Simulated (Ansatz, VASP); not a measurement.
# HfBRh3 in two plane-wave programs, part 2 of 2

One calculation is typed for both programs; each brings its own data sets. How far apart do they land? The cell is taken from a series of runs on this material, whose earlier steps may have relaxed, scaled, displaced or heated it; both programs get it as it stands.

VASP 6.6.1 and Ansatz 0.2.0.

So far: Starting point; Ansatz: relaxation of cell and atoms, PBEsol.

## 3. VASP: relaxation of cell and atoms, PBEsol

Level of this step: PBEsol; plane waves and PAW (Hf_pv, B, Rh_pv) (VASP).

The same cell, functional, mesh and smearing now go to VASP, with its own data sets.

Lines of VASP's logs that name or quote its potential files are left out, and so is its time.

INCAR

```
SYSTEM = HfBRh3
PREC = Accurate
ENCUT = 500
EDIFF = 1E-07
NELM = 120
ISMEAR = 1
SIGMA = 0.2
LREAL = .FALSE.
ALGO = Normal
GGA = PS
NBANDS = 35
LASPH = .TRUE.
LORBIT = 11
LWAVE = .FALSE.
LCHARG = .FALSE.
ISIF = 3
IBRION = 2
NSW = 80
EDIFFG = -0.005
GGA_COMPAT = .FALSE.
NELMIN = 4
KPAR = 2
```

POSCAR

```
HfBRh3
1.0
    4.0787650000      0.0000000000      0.0000000000
    0.0000000000      4.0787650000      0.0000000000
    0.0000000000      0.0000000000      4.0787650000
Hf B Rh
1 1 3
Direct
    0.0000000000      0.0000000000      0.0000000000
    0.5000001226      0.5000001226      0.5000001226
    0.0000000000      0.5000001226      0.5000001226
    0.5000001226      0.5000001226      0.0000000000
    0.5000001226      0.0000000000      0.5000001226
```

KPOINTS

```
Automatic mesh
0
Gamma
12 12 12
0 0 0
```

Potentials, in the order of the species: Hf_pv, B and Rh_pv (PBE family, release 64).

The run is started by

```sh
$ mpirun -np 2 vasp_std
```

Numbers of over 12 decimals in the logs are rounded to 6 here.

The program printed:

```text
[banner, memory and clock lines left out]
running    2 mpi-ranks, on    1 nodes
 distrk:  each k-point on    1 cores,    2 groups
 distr:  one band on    1 cores,    1 groups

 POSCAR found type information on POSCAR HfB Rh
 POSCAR found :  3 types and       5 ions
|                                                                             |
|               ----> ADVICE to this user running VASP <----                  |
|                                                                             |
|     You enforced a specific xc type in the INCAR file but a different       |
|     [... a line on the potential file left out ...]
|     I HOPE YOU KNOW WHAT YOU ARE DOING!                                     |
|                                                                             |

 LDA part: xc-table for (Slater+PW92), standard interpolation
 POSCAR, INCAR and KPOINTS ok, starting setup
 FFT: planning ... GRIDC
 FFT: planning ... GRID_SOFT
 FFT: planning ... GRID
 WAVECAR not read
 entering main loop
       N       E                     dE             d eps       ncg     rms          rms(c)
DAV:   1     0.603023724065E+03    0.60302E+03   -0.34459E+04  6008   0.176E+03
DAV:   2    -0.237343860916E+02   -0.62676E+03   -0.61424E+03  6206   0.532E+02
DAV:   3    -0.492950102214E+02   -0.25561E+02   -0.25086E+02  6927   0.104E+02
DAV:   4    -0.497594911802E+02   -0.46448E+00   -0.46275E+00  6948   0.132E+01
DAV:   5    -0.497656535013E+02   -0.61623E-02   -0.61587E-02  6919   0.154E+00    0.539E+01
DAV:   6    -0.462414543834E+02    0.35242E+01   -0.13712E+01  6626   0.228E+01    0.276E+01
DAV:   7    -0.461187948169E+02    0.12266E+00   -0.31563E+00  6777   0.870E+00    0.205E+01
DAV:   8    -0.459247570833E+02    0.19404E+00   -0.15584E+00  6970   0.725E+00    0.465E+00
DAV:   9    -0.459123612628E+02    0.12396E-01   -0.92681E-02  7183   0.202E+00    0.129E+00
DAV:  10    -0.459097166943E+02    0.26446E-02   -0.80985E-03  6376   0.475E-01    0.657E-01
DAV:  11    -0.459097514705E+02   -0.34776E-04   -0.41213E-04  7329   0.116E-01    0.143E-01
DAV:  12    -0.459097372523E+02    0.14218E-04   -0.19687E-05  6537   0.281E-02    0.628E-02
DAV:  13    -0.459097377687E+02   -0.51638E-06   -0.22427E-06  6440   0.762E-03    0.113E-02
DAV:  14    -0.459097379512E+02   -0.18253E-06   -0.33380E-07  5611   0.276E-03    0.984E-04
DAV:  15    -0.459097380197E+02   -0.68499E-07   -0.25633E-08  3402   0.103E-03
   1 F= -.45909738E+02 E0= -.45911867E+02  d E =-.459097E+02
 curvature:   0.00 expect dE= 0.000E+00 dE for cont linesearch  0.000E+00
 trial: gam= 0.00000 g(F)=  0.000E+00 g(S)=  0.209E-02 ort = 0.000E+00 (trialstep = 0.100E+01)
 search vector abs. value=  0.209E-02
 bond charge predicted
       N       E                     dE             d eps       ncg     rms          rms(c)
DAV:   1    -0.459880222399E+02   -0.78284E-01   -0.12676E+00  5946   0.960E+00    0.335E+00
DAV:   2    -0.459356343508E+02    0.52388E-01   -0.76790E-01  7067   0.554E+00    0.191E+00
DAV:   3    -0.459095504319E+02    0.26084E-01   -0.10589E-01  6829   0.192E+00    0.451E-01
DAV:   4    -0.459086692557E+02    0.88118E-03   -0.55799E-03  6583   0.387E-01    0.168E-01
DAV:   5    -0.459086335795E+02    0.35676E-04   -0.34108E-04  7459   0.868E-02    0.193E-01
DAV:   6    -0.459086609319E+02   -0.27352E-04   -0.70219E-05  7029   0.487E-02    0.110E-02
DAV:   7    -0.459086620941E+02   -0.11622E-05   -0.29261E-06  7244   0.984E-03    0.790E-03
DAV:   8    -0.459086615860E+02    0.50804E-06   -0.10772E-07  4146   0.200E-03    0.214E-03
DAV:   9    -0.459086614670E+02    0.11905E-06   -0.37868E-08  3138   0.100E-03    0.547E-04
DAV:  10    -0.459086614752E+02   -0.81864E-08   -0.61711E-09  3111   0.450E-04
   2 F= -.45908661E+02 E0= -.45910753E+02  d E =0.107654E-02
 trial-energy change:    0.001077  1 .order    0.001091   -0.002091    0.004274
 step:   0.3316(harm=  0.3286)  dis= 0.00000  next Energy=   -45.910085 (dE=-0.347E-03)
 bond charge predicted
       N       E                     dE             d eps       ncg     rms          rms(c)
DAV:   1    -0.459457910248E+02   -0.37130E-01   -0.56760E-01  5928   0.645E+00    0.222E+00
DAV:   2    -0.459227715764E+02    0.23019E-01   -0.35170E-01  7093   0.372E+00    0.128E+00
DAV:   3    -0.459104656491E+02    0.12306E-01   -0.52160E-02  6814   0.132E+00    0.286E-01
DAV:   4    -0.459101215378E+02    0.34411E-03   -0.25641E-03  6520   0.264E-01    0.985E-02
DAV:   5    -0.459100899404E+02    0.31597E-04   -0.16363E-04  7323   0.596E-02    0.106E-01
DAV:   6    -0.459100870060E+02    0.29344E-05   -0.29548E-05  7496   0.308E-02    0.213E-02
DAV:   7    -0.459100860138E+02    0.99217E-06   -0.19262E-06  6267   0.888E-03    0.230E-03
DAV:   8    -0.459100863256E+02   -0.31181E-06   -0.92432E-08  3805   0.196E-03    0.169E-03
DAV:   9    -0.459100864100E+02   -0.84362E-07   -0.11925E-08  3084   0.684E-04
   3 F= -.45910086E+02 E0= -.45912203E+02  d E =-.348390E-03
 curvature:  -0.16 expect dE=-0.131E-07 dE for cont linesearch -0.131E-07
 trial: gam= 0.00000 g(F)=  0.217E-48 g(S)=  0.800E-07 ort =-0.129E-04 (trialstep = 0.866E+00)
 search vector abs. value=  0.801E-07
 reached required accuracy - stopping structural energy minimisation
```

OUTCAR, selected parts (step 3):

```text
ion  position               nearest neighbor table
   1  0.000  0.000  0.000-   3 2.88   4 2.88   5 2.88   4 2.88   3 2.88   5 2.88   4 2.88   5 2.88
                             3 2.88   5 2.88   3 2.88   4 2.88
   2  0.500  0.500  0.500-   3 2.04   4 2.04   5 2.04   4 2.04   5 2.04   3 2.04
   3  0.000  0.500  0.500-   2 2.04   2 2.04   1 2.88   4 2.88   5 2.88   4 2.88   5 2.88   1 2.88
                             4 2.88   1 2.88   5 2.88   4 2.88   5 2.88   1 2.88
   4  0.500  0.500  0.000-   2 2.04   2 2.04   1 2.88   3 2.88   5 2.88   3 2.88   5 2.88   1 2.88
                             5 2.88   1 2.88   3 2.88   5 2.88   3 2.88   1 2.88
   5  0.500  0.000  0.500-   2 2.04   2 2.04   1 2.88   3 2.88   4 2.88   3 2.88   4 2.88   1 2.88
                             4 2.88   1 2.88   3 2.88   4 2.88   3 2.88   1 2.88

  LATTYP: Found a simple cubic cell.
 ALAT       =     4.0787650000

 Subroutine GETGRP returns: Found 48 space group operations
 (whereof 48 operations were pure point group operations)

The static configuration has the point symmetry O_h .

 Found     84 irreducible k-points:

   k-points           NKPTS =     84   k-points in BZ     NKDIM =     84   number of bands    NBANDS=     35

   dimension x,y,z NGX =    30 NGY =   30 NGZ =   30
   dimension x,y,z NGXF=    60 NGYF=   60 NGZF=   60

   ENCUT  =  500.0 eV  36.75 Ry    6.06 a.u.   7.44  7.44  7.44*2*pi/ulx,y,z

   NELECT =      58.0000    total number of electrons

 k-points in reciprocal lattice and weights: Automatic mesh
   0.00000000  0.00000000  0.00000000       0.001
   0.08333333  0.00000000  0.00000000       0.003
   0.16666667  0.00000000  0.00000000       0.003
   0.25000000  0.00000000  0.00000000       0.003
   0.33333333  0.00000000  0.00000000       0.003
   0.41666667  0.00000000  0.00000000       0.003
   0.50000000  0.00000000  0.00000000       0.002
   0.08333333  0.08333333  0.00000000       0.007
   0.16666667  0.08333333  0.00000000       0.014
[...]
0.50000000  0.50000000  0.41666667       0.003
   0.50000000  0.50000000  0.50000000       0.001

 average (electrostatic) potential at core
       1 -33.2027       2 -23.3594       3 -72.6212       4 -72.6212       5 -72.6212

 E-fermi :   9.7794

 k-point     1 :       0.0000    0.0000    0.0000
  band No.  band energies     occupation
    ...
     27       8.3968      2.00000
     28       9.7006      1.61255
     29       9.7239      1.45051
     30       9.7239      1.45051
     31       9.7239      1.45051
     32      12.4292     -0.00000
     33      12.4292     -0.00000
     34      14.1709      0.00000
     35      14.1709      0.00000

 k-point     2 :       0.0833    0.0000    0.0000
  band No.  band energies     occupation
    ...
     25       8.1806      2.00000
     26       8.1806      2.00000
     27       8.6871      2.00000
     28       9.6438      1.90400
     29       9.7240      1.44924
     30       9.9536     -0.01215
     31       9.9536     -0.01215
     32      12.3867     -0.00000
     33      12.4932     -0.00000
     34      13.8651      0.00000
    ...

 k-point     3 :       0.1667    0.0000    0.0000
  band No.  band energies     occupation
    ...
     25       7.8131      2.00000
     26       7.9717      2.00000
     27       8.7417      2.00000
     28       9.4749      2.05328
     29       9.7245      1.44589
     30      10.3855     -0.00016
     31      10.3855     -0.00016
     32      12.2698     -0.00000
     33      12.5850     -0.00000
     34      13.2656     -0.00000
    ...

  Total        0.0016626      0.0016626      0.0016626     -0.0000000      0.0000000     -0.0000000
  in kB        0.0393582      0.0393582      0.0393582     -0.0000000      0.0000000     -0.0000000
  external PRESSURE =       0.0393582 kB  Pullay stress =       0.0000000 kB

  energy-cutoff  :      500.00
  volume of cell :       67.68
      direct lattice vectors                 reciprocal lattice vectors
     4.075257262  0.000000000 -0.000000000     0.245383282  0.000000000 -0.000000000
     0.000000000  4.075257262  0.000000000    -0.000000000  0.245383282  0.000000000
     0.000000000  0.000000000  4.075257262     0.000000000  0.000000000  0.245383282

 POSITION                                       TOTAL-FORCE (eV/Angst)
 -----------------------------------------------------------------------------------
      0.00000      0.00000      0.00000         0.000000      0.000000      0.000000
      2.03763      2.03763      2.03763         0.000000      0.000000      0.000000
      0.00000      2.03763      2.03763        -0.000000      0.000000      0.000000
      2.03763      2.03763     -0.00000         0.000000      0.000000      0.000000
      2.03763      0.00000      2.03763        -0.000000      0.000000      0.000000
 -----------------------------------------------------------------------------------
    total drift:                               -0.001235     -0.001235     -0.001235

  FREE ENERGIE OF THE ION-ELECTRON SYSTEM (eV)
  ---------------------------------------------------
  free  energy   TOTEN  =       -45.9100864100 eV

  energy  without entropy=      -45.9164361522  energy(sigma->0) =      -45.91220299

 reached required accuracy - stopping structural energy minimisation

 total charge
# of ion       s       p       d       tot
------------------------------------------
    1        0.367   6.448   1.379   8.194
    2        0.770   1.214   0.000   1.983
    3        0.391   6.335   7.295  14.021
    4        0.391   6.335   7.295  14.021
    5        0.391   6.335   7.295  14.021
--------------------------------------------------
tot          2.311  26.667  23.263  52.241

[... 3 further parts left out ...]
```

CONTCAR:

```
HfBRh3
   1.00000000000000
     4.0752572616669962    0.0000000000000000   -0.0000000000000000
     0.0000000000000000    4.0752572616669962    0.0000000000000000
     0.0000000000000000    0.0000000000000000    4.0752572616669962
  Hf              B               Rh
     1     1     3
Direct
     0.0000000000000000    0.0000000000000000    0.0000000000000000
     0.5000001225999995    0.5000001225999995    0.5000001225999995
     0.0000000000000000    0.5000001225999995    0.5000001225999995
     0.5000001225999995    0.5000001225999995    0.0000000000000000
     0.5000001225999995    0.0000000000000000    0.5000001225999995
```

## 4. Differences

Known differences besides the potentials themselves: the data sets hold 80 valence electrons in Ansatz (on its PAW soft_1 files) and 58 in VASP; the cutoff is 420 eV in Ansatz and 500 eV in VASP; Ansatz makes its cores anew for this functional, VASP keeps those of its PBE data sets; Ansatz adds a Pulay correction to the stress that steers its cell, VASP none. Total energies have different zeros and are not compared.

Compared:

| quantity | Ansatz | VASP | difference |
| --- | --- | --- | --- |
| volume (Å³) | 67.84 | 67.68 | +0.24 % |
| edge a after relaxation, in the typed setting (Å) | 4.079 | 4.075 | +0.08 % |

## 5. Summary of results

- difference in volume (relaxation of cell and atoms, PBEsol): 0.24 %

In words: The difference in volume is 0.24 % (relaxation of cell and atoms, PBEsol), within the 1.2 % picked in this series as the mark of a large difference, as far as the stopping tolerances let one tell. The data sets hold unlike numbers of valence electrons (80 in Ansatz and 58 in VASP), so part of the differences comes from the potentials. 1 further run of this series is not shown here. Such differences can come from data sets, numerical settings and the points named under the comparisons, not from the functional's error against experiment.

[Lines on the potential files, build, host, timing and source positions are cut from VASP's logs without a mark.]

[Logs are printed without paths, hosts, clocks, repeated set-up lines and the standing remarks that a program may print on its own settings, such as how far it seeks lower states.]

[Hosts, paths, dates, database ids (printed as entryN), source tags and the programs' standing remarks are cut or masked in the printed files.]
